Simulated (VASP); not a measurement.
# Sn2GeO3 (P4/nmm) in VASP: further runs

The runs below take Sn2GeO3 through relaxation of cell and atoms, with PBE.

Program: VASP 6.6.1. These are calculated values, not measurements. Logs are shortened: lines on timing, memory, paths and dates and some standing lists are left out, and cuts for length are marked.

## (1) The structure

Symmetry: P4/nmm, No. 129, tetragonal system. Conventional cell: a = 3.810 Å, b = 3.810 Å, c = 14.546 Å, α = 90.00°, β = 90.00°, γ = 90.00°. Sn (site symmetry 4mm) is surrounded by 4 O at 2.24 Å. Sn (site symmetry 4mm) is surrounded by 4 O at 2.24 Å. Ge (site symmetry 4mm) is surrounded by 4 O at 2.14 Å. O (site symmetry 2mm) has 4 Sn at 2.24 Å as nearest neighbours. O (site symmetry -4m2) has 4 Ge at 2.14 Å as nearest neighbours.

The cell was built by a generator and needn't be a form met in nature.

## (2) Relaxation of cell and atoms, PBE

INCAR

```
SYSTEM = Sn2GeO3
PREC = Accurate
ENCUT = 520
EDIFF = 1E-6
ISMEAR = 0
SIGMA = 0.03
LREAL = .False.
LASPH = .True.
NELM = 120
ALGO = Normal
ISIF = 3
LWAVE = .False.
LCHARG = .False.
GGA = PE
IBRION = 2
NSW = 90
EDIFFG = -0.01
KPAR = 4
```

KPOINTS

```
Automatic mesh
0
Gamma
  6 6 2
  0 0 0
```

POSCAR

```
Sn2GeO3
1.0
    3.8100000000      0.0000000000      0.0000000000
    0.0000000000      3.8100000000      0.0000000000
    0.0000000000      0.0000000000     14.5460000000
Sn Ge O
4 2 6
Direct
    0.0000000000      0.5000000000      0.5879967000
    0.5000000000      0.0000000000      0.7504468600
    0.5000000000      0.0000000000      0.4120033000
    0.0000000000      0.5000000000      0.2495531400
    0.0000000000      0.5000000000      0.9327650200
    0.5000000000      0.0000000000      0.0672349800
    0.5000000000      0.5000000000      0.6689124200
    0.0000000000      0.0000000000      0.6689124200
    0.5000000000      0.5000000000      0.0000000000
    0.0000000000      0.0000000000      0.0000000000
    0.0000000000      0.0000000000      0.3310875800
    0.5000000000      0.5000000000      0.3310875800
```

Potentials or basis: VASP PAW PBE potentials, release 64 (Sn_d, Ge_d, O).

Run with:

```bash
$ cat potpaw_PBE.64/Sn_d/POTCAR potpaw_PBE.64/Ge_d/POTCAR potpaw_PBE.64/O/POTCAR > POTCAR
$ mpirun -np 4 vasp_std > vasp.out
```

OUTCAR:

```text
SYSTEM = Sn2GeO3
   PREC = Accurate
   ENCUT = 520
   EDIFF = 1E-6
   ISMEAR = 0
   LREAL = .False.
   LASPH = .True.
   NELM = 120
   ISIF = 3
   GGA = PE
   IBRION = 2
   NSW = 90
   EDIFFG = -0.01

 ion  position               nearest neighbor table
   1  0.000  0.500  0.588-   7 2.24   8 2.24   8 2.24   7 2.24   2 3.58   2 3.58   2 3.58   2 3.58
                             3 3.72   3 3.72   3 3.72   3 3.72
   2  0.500  0.000  0.750-   7 2.24   8 2.24   7 2.24   8 2.24   1 3.58   1 3.58   1 3.58   1 3.58

   3  0.500  0.000  0.412-  11 2.24  12 2.24  12 2.24  11 2.24   4 3.58   4 3.58   4 3.58   4 3.58
                             1 3.72   1 3.72   1 3.72   1 3.72
   4  0.000  0.500  0.250-  11 2.24  12 2.24  11 2.24  12 2.24   3 3.58   3 3.58   3 3.58   3 3.58

   5  0.000  0.500  0.933-   9 2.14  10 2.14  10 2.14   9 2.14
   6  0.500  0.000  0.067-   9 2.14  10 2.14   9 2.14  10 2.14
   7  0.500  0.500  0.669-   1 2.24   1 2.24   2 2.24   2 2.24
   8  0.000  0.000  0.669-   1 2.24   1 2.24   2 2.24   2 2.24
   9  0.500  0.500  0.000-   5 2.14   6 2.14   6 2.14   5 2.14
  10  0.000  0.000  0.000-   5 2.14   6 2.14   5 2.14   6 2.14
  11  0.000  0.000  0.331-   3 2.24   3 2.24   4 2.24   4 2.24
  12  0.500  0.500  0.331-   3 2.24   3 2.24   4 2.24   4 2.24

  LATTYP: Found a simple tetragonal cell.
 ALAT       =     3.8100000000
 C/A-ratio  =     3.8178477690

  Lattice vectors:

 A1 = (   3.8100000000,   0.0000000000,   0.0000000000)
 A2 = (   0.0000000000,   3.8100000000,   0.0000000000)
 A3 = (   0.0000000000,   0.0000000000,  14.5460000000)

Analysis of symmetry for initial positions (statically):
=====================================================================
 Subroutine PRICEL returns:
 Original cell was already a primitive cell.

 Routine SETGRP: Setting up the symmetry group for a
 simple tetragonal supercell.

 Subroutine GETGRP returns: Found 16 space group operations
 (whereof  8 operations were pure point group operations)
 out of a pool of 16 trial point group operations.

The static configuration has the point symmetry D_2d.
 The point group associated with its full space group is D_4h.

Analysis of symmetry for dynamics (positions and initial velocities):
=====================================================================
 Subroutine PRICEL returns:
 Original cell was already a primitive cell.

 Routine SETGRP: Setting up the symmetry group for a
 simple tetragonal supercell.

 Subroutine GETGRP returns: Found 16 space group operations
 (whereof  8 operations were pure point group operations)
 out of a pool of 16 trial point group operations.

[... 134 lines left out ...]
   IMIX   =      4    mixing-type and parameters
     AMIX     =   0.40;   BMIX     =  1.00
     AMIX_MAG =   1.60;   BMIX_MAG =  1.00
  volume/ion in A,a.u.               =      17.60       118.74
  Fermi-wavevector in a.u.,A,eV,Ry     =   1.356034  2.562534 25.018795  1.838830
  Thomas-Fermi vector in A             =   2.483072
   LORBIT       =      0    0 simple, 1 ext, 2 COOP (PROOUT), +10 PAW based schemes
   GGA     = PE    functional components
   LHFCALC =     F    Hartree Fock is set to
   AEXX    =    0.0000 exact exchange contribution
   IVDW    =     0    specifies the selected vdW correction
   LEPSILON=     F    determine dielectric tensor
   LRPA    =     F    only Hartree local field effects (RPA)
 conjugate gradient relaxation of ions
 non-spin polarized calculation
 Gauss-broadening in eV      SIGMA  =   0.03
  energy-cutoff  :      520.00
  volume of cell :      211.15
 maximum number of plane-waves:      5714
   NGX = 15   NGY = 15   NGZ = 55

--------------------------------------- Ionic step        1  -------------------------------------------

 number of electron     119.9999984 magnetization

 Free energy of the ion-electron system (eV)
  ---------------------------------------------------
  ext. energy  EPLUGINS =         0.00000000
  ---------------------------------------------------
  free energy    TOTEN  =       -68.52981457 eV

  energy without entropy =      -68.52981457  energy(sigma->0) =      -68.52981457

------------------------ aborting loop because EDIFF is reached ----------------------------------------

  FORCE on cell =-STRESS in cart. coord.  units (eV):
  Direction    XX          YY          ZZ          XY          YZ          ZX
  --------------------------------------------------------------------------------------
  -------------------------------------------------------------------------------------
  Total       -0.9447333     -0.9447333      0.0834447      0.0000000      0.0000000      0.0000000
  in kB       -7.1684668     -7.1684668      0.6331635      0.0000000      0.0000000      0.0000000
  external PRESSURE =      -4.5679234 kB  Pullay stress =       0.0000000 kB
[... 119 lines left out ...]
  FREE ENERGIE OF THE ION-ELECTRON SYSTEM (eV)
  ---------------------------------------------------
  free  energy   TOTEN  =       -68.5335214484 eV

  energy  without entropy=      -68.5335214484  energy(sigma->0) =      -68.53352145

 E-fermi :   5.7027     XC(G=0):  -9.9983

 val. band max:        5.5493212468   @ k =   0.1667   0.0000   0.5000
 cond. band min:       6.3645077609   @ k =   0.5000   0.5000   0.0000
 fundamental gap:      0.8151865140
 Fermi energy:         5.7026515476

 k-point     1 :       0.0000    0.0000    0.0000
  band No.  band energies     occupation
      1     -19.1655      2.00000
      2     -19.0679      2.00000
      3     -19.0633      2.00000
      4     -19.0543      2.00000
      5     -19.0543      2.00000
      6     -19.0429      2.00000
[... 1489 lines left out ...]
     71      10.8987      0.00000
     72      10.8987      0.00000

[... ionic steps 4 to 25 ...]

--------------------------------------- Ionic step       26  -------------------------------------------

 number of electron     119.9999965 magnetization

------------------------ aborting loop because EDIFF is reached ----------------------------------------
[... 87 lines left out ...]
--------------------------------------- Ionic step       28  -------------------------------------------

 number of electron     119.9999969 magnetization

 Free energy of the ion-electron system (eV)
  ---------------------------------------------------
  ext. energy  EPLUGINS =         0.00000000
  ---------------------------------------------------
  free energy    TOTEN  =       -68.54536299 eV

  energy without entropy =      -68.54536299  energy(sigma->0) =      -68.54536299

 E-fermi :   5.7248     XC(G=0): -10.0157

 val. band max:        5.5780226646   @ k =   0.1667   0.0000   0.5000
 cond. band min:       6.3750228449   @ k =   0.5000   0.5000   0.0000
 fundamental gap:      0.7970001803
 Fermi energy:         5.7248173950

 k-point     1 :       0.0000    0.0000    0.0000
  band No.  band energies     occupation
      1     -19.1428      2.00000
      2     -19.0471      2.00000
      3     -19.0425      2.00000
      4     -19.0333      2.00000
      5     -19.0333      2.00000
      6     -19.0225      2.00000
[... 1528 lines left out ...]
  FREE ENERGIE OF THE ION-ELECTRON SYSTEM (eV)
  ---------------------------------------------------
  free  energy   TOTEN  =       -68.5453629880 eV

  energy  without entropy=      -68.5453629880  energy(sigma->0) =      -68.54536299

 reached required accuracy - stopping structural energy minimisation
```

OSZICAR:

```text
N       E                     dE             d eps       ncg     rms          rms(c)
DAV:   1     0.178670545286E+04    0.17867E+04   -0.54796E+04  3560   0.320E+03
DAV:   2     0.389421254295E+03   -0.13973E+04   -0.13326E+04  2904   0.102E+03
DAV:   3    -0.252088831499E+02   -0.41463E+03   -0.39884E+03  3136   0.309E+02
DAV:   4    -0.770548046300E+02   -0.51846E+02   -0.50956E+02  3400   0.116E+02
[... 256 lines left out ...]
DAV:   3    -0.685453707409E+02    0.69683E-04   -0.22040E-04  3704   0.129E-01    0.241E-02
DAV:   4    -0.685453622224E+02    0.85185E-05   -0.58636E-05  4352   0.604E-02    0.117E-02
DAV:   5    -0.685453617094E+02    0.51300E-06   -0.20360E-05  3848   0.306E-02    0.436E-03
DAV:   6    -0.685453627434E+02   -0.10340E-05   -0.17125E-06  2096   0.102E-02    0.185E-03
DAV:   7    -0.685453629880E+02   -0.24456E-06   -0.35014E-07  1608   0.637E-03
  28 F= -.68545363E+02 E0= -.68545363E+02  d E =-.211940E-03
```

Wall time 11 min (4 MPI ranks of Intel Xeon 6975P-C (Granite Rapids), shared host); peak memory 0.44 GiB.

Results:

| Quantity | Value |
| --- | --- |
| Free energy | -68.5454 eV |
| Relaxed volume | 17.53 Å³/atom |
| Relaxed cell | a = 3.793 Å, b = 3.793 Å, c = 14.622 Å, α = 90.00°, β = 90.00°, γ = 90.00° |
| Space group after relaxing (to 0.05 Å) | P4/nmm (No. 129) |
| Energy gained by relaxing | 1.3 meV/atom |
| Ionic steps | 28 |
| Pressure after relaxing | 0.0 GPa |
| Largest force after relaxing | 0.004 eV/Å |
| Band gap on the k mesh | 0.80 eV, indirect (least direct gap 1.49 eV) |

Forces on the atoms (eV/Å):
```
Sn   0.000  0.000  0.003
Sn   0.000  0.000 -0.003
Sn   0.000  0.000 -0.003
Sn   0.000  0.000  0.003
Ge   0.000  0.000  0.004
Ge   0.000  0.000 -0.004
O    0.000  0.000  0.002
O    0.000  0.000  0.002
O    0.000  0.000  0.000
O    0.000  0.000  0.000
O    0.000  0.000 -0.002
O    0.000  0.000 -0.002
```

Step by step:
| step | energy change (eV) | largest force (eV/Å) | pressure (GPa) | volume (Å³) |
| --- | --- | --- | --- | --- |
| 1 | 0.0000 | 0.0986 | -0.46 | 211.15 |
| 2 | -0.0036 | 0.1149 | 0.31 | 209.62 |
| 3 | -0.0037 | 0.1042 | 0.19 | 209.84 |
| 4 | -0.0053 | 0.0585 | 0.06 | 209.97 |
| 5 | -0.0053 | 0.0750 | 0.00 | 209.99 |
| 6 | -0.0060 | 0.0603 | 0.05 | 210.03 |
| 7 | -0.0074 | 0.0408 | 0.15 | 210.14 |
| 8 | -0.0078 | 0.0694 | 0.34 | 210.36 |
| 9 | -0.0081 | 0.0503 | 0.24 | 210.28 |
| 10 | -0.0085 | 0.0550 | 0.22 | 210.41 |
| 11 | -0.0094 | 0.0695 | 0.11 | 210.82 |
| 12 | -0.0104 | 0.0983 | -0.11 | 211.64 |
| 13 | -0.0104 | 0.1086 | -0.21 | 211.93 |
| 14 | -0.0113 | 0.0837 | -0.18 | 212.05 |
| 15 | -0.0121 | 0.0462 | -0.11 | 212.23 |
| 16 | -0.0125 | 0.1035 | 0.03 | 212.59 |
| 17 | -0.0125 | 0.0835 | -0.02 | 212.46 |
| 18 | -0.0129 | 0.0495 | -0.05 | 212.49 |
| 19 | -0.0131 | 0.0283 | -0.09 | 212.51 |
| 20 | -0.0134 | 0.0331 | -0.06 | 212.31 |
| 21 | -0.0142 | 0.0507 | 0.01 | 211.69 |
| 22 | -0.0144 | 0.0856 | 0.18 | 210.45 |
| 23 | -0.0145 | 0.0721 | 0.12 | 210.93 |
| 24 | -0.0148 | 0.0591 | 0.08 | 210.87 |
| 25 | -0.0153 | 0.0459 | -0.03 | 210.68 |
| 26 | -0.0153 | 0.0529 | -0.07 | 210.59 |
| 27 | -0.0155 | 0.0217 | -0.02 | 210.42 |
| 28 | -0.0155 | 0.0045 | 0.02 | 210.31 |

Final structure:
```yaml
crystal:
  lattice:
    - [3.79250, 0.00000, 0.00000]
    - [0.00000, 3.79250, 0.00000]
    - [0.00000, 0.00000, 14.62204]
  atoms:
    - { symbol: Sn, position: [0.00000, 0.50000, 0.59342] }
    - { symbol: Sn, position: [0.50000, 0.00000, 0.75619] }
    - { symbol: Sn, position: [0.50000, 0.00000, 0.40658] }
    - { symbol: Sn, position: [0.00000, 0.50000, 0.24381] }
    - { symbol: Ge, position: [0.00000, 0.50000, 0.93330] }
    - { symbol: Ge, position: [0.50000, 0.00000, 0.06670] }
    - { symbol: O, position: [0.50000, 0.50000, 0.67463] }
    - { symbol: O, position: [0.00000, 0.00000, 0.67463] }
    - { symbol: O, position: [0.50000, 0.50000, 0.00000] }
    - { symbol: O, position: [0.00000, 0.00000, 0.00000] }
    - { symbol: O, position: [0.00000, 0.00000, 0.32537] }
    - { symbol: O, position: [0.50000, 0.50000, 0.32537] }
```

Caveat: spin-orbit coupling is left out, which moves the levels of the heavy elements. A k mesh can miss the band edges.

## (3) Relaxation of cell and atoms, PBE

This run uses another cell than the first one, of 17.53 Å³/atom, 0.996 times its volume.

INCAR, as its differences from that of step 2:

```diff
@@ -3,3 +3,3 @@
 ENCUT = 520
-EDIFF = 1E-6
+EDIFF = 1E-7
 ISMEAR = 0
@@ -15,4 +15,5 @@
 IBRION = 2
-NSW = 90
-EDIFFG = -0.01
+NSW = 60
+EDIFFG = -0.005
+POTIM = 0.3
 KPAR = 4
```

KPOINTS is that of step 2.

POSCAR

```
Sn2GeO3                                 
1.0
    3.7925007971      0.0000000000      0.0000000000
    0.0000000000      3.7925007971     -0.0000000000
   -0.0000000000      0.0000000000     14.6220439722
  Sn              Ge              O             
     4     2     6
Direct
     0.0000000000000000    0.5000000000000000    0.5934218487635743
     0.5000000000000000    1.0000000000000000    0.7561873472221495
     0.5000000000000000    0.0000000000000000    0.4065781512364258
     0.0000000000000000    0.5000000000000000    0.2438126527778504
     1.0000000000000000    0.5000000000000000    0.9332987611467236
     0.5000000000000000    0.0000000000000000    0.0667012388532763
     0.5000000000000000    0.5000000000000000    0.6746292442222442
     0.0000000000000000    1.0000000000000000    0.6746292442222442
     0.5000000000000000    0.5000000000000000    0.0000000000000000
     1.0000000000000000    0.0000000000000000    0.0000000000000000
     0.0000000000000000    0.0000000000000000    0.3253707557777556
     0.5000000000000000    0.5000000000000000    0.3253707557777556
```

Potentials or basis: VASP PAW PBE potentials, release 64 (Sn_d, Ge_d, O).

Run with:

```bash
$ cat potpaw_PBE.64/Sn_d/POTCAR potpaw_PBE.64/Ge_d/POTCAR potpaw_PBE.64/O/POTCAR > POTCAR
$ mpirun -np 4 vasp_std > vasp.out
```

Wall time 50 s (4 MPI ranks of Intel Xeon 6975P-C (Granite Rapids), shared host); peak memory 0.43 GiB.

It converged, with:

```
Free energy                  : -68.5447 eV
Pressure after relaxing      : 0.0 GPa
Largest force after relaxing : 0.004 eV/Å
Band gap on the k mesh       : 0.80 eV, indirect (least direct gap 1.49 eV)
```

Forces in eV/Å, atoms in the order of the input:
```
Sn   0.000  0.000  0.003
Sn   0.000  0.000 -0.002
Sn   0.000  0.000 -0.003
Sn   0.000  0.000  0.002
Ge   0.000  0.000  0.004
Ge   0.000  0.000 -0.004
O    0.000  0.000  0.002
O    0.000  0.000  0.002
O    0.000  0.000  0.000
O    0.000  0.000  0.000
O    0.000  0.000 -0.002
O    0.000  0.000 -0.002
```

Final structure:
```cif
data_structure
_symmetry_space_group_name_H-M 'P 1'
_symmetry_Int_Tables_number 1
_cell_length_a 3.7925
_cell_length_b 3.7925
_cell_length_c 14.6220
_cell_angle_alpha 90.000
_cell_angle_beta 90.000
_cell_angle_gamma 90.000
_cell_volume 210.31
loop_
_atom_site_label
_atom_site_type_symbol
_atom_site_fract_x
_atom_site_fract_y
_atom_site_fract_z
_atom_site_occupancy
Sn1 Sn 0.00000 0.50000 0.59342 1
Sn2 Sn 0.50000 0.00000 0.75619 1
Sn3 Sn 0.50000 0.00000 0.40658 1
Sn4 Sn 0.00000 0.50000 0.24381 1
Ge1 Ge 0.00000 0.50000 0.93330 1
Ge2 Ge 0.50000 0.00000 0.06670 1
O1 O 0.50000 0.50000 0.67463 1
O2 O 0.00000 0.00000 0.67463 1
O3 O 0.50000 0.50000 0.00000 1
O4 O 0.00000 0.00000 0.00000 1
O5 O 0.00000 0.00000 0.32537 1
O6 O 0.50000 0.50000 0.32537 1
```

Levels at points of the mesh, in eV from the valence-band top:
| k point | band 56 | band 57 | band 58 | band 59 | band 60 | band 61 | band 62 | band 63 | band 64 | band 65 |
| --- | --- | --- | --- | --- | --- | --- | --- | --- | --- | --- |
| (0.00, 0.00, 0.00) | -2.52 | -2.52 | -1.13 | -0.93 | -0.26 | 1.51 | 2.02 | 2.36 | 3.68 | 3.68 |
| (0.50, 0.00, 0.00) | -2.14 | -1.53 | -1.53 | -1.41 | -1.41 | 2.67 | 2.67 | 3.04 | 3.04 | 3.71 |
| (0.50, 0.50, 0.00) | -1.88 | -1.88 | -1.88 | -1.52 | -1.52 | 0.80 | 0.80 | 2.11 | 2.11 | 2.22 |
| (0.00, 0.00, 0.50) | -2.52 | -2.52 | -1.61 | -0.80 | -0.02 | 1.47 | 1.98 | 2.34 | 3.52 | 3.52 |
| (0.50, 0.00, 0.50) | -1.93 | -1.87 | -1.87 | -1.27 | -1.27 | 2.66 | 2.66 | 3.05 | 3.05 | 3.70 |
| (0.50, 0.50, 0.50) | -1.88 | -1.81 | -1.81 | -1.62 | -1.62 | 1.09 | 1.09 | 1.28 | 1.28 | 3.09 |

Caveat: the relaxation stopped at its first step, so nothing moved; spin-orbit coupling is left out, which moves the levels of the heavy elements. As with any semilocal functional, this PBE gap is likely too small.
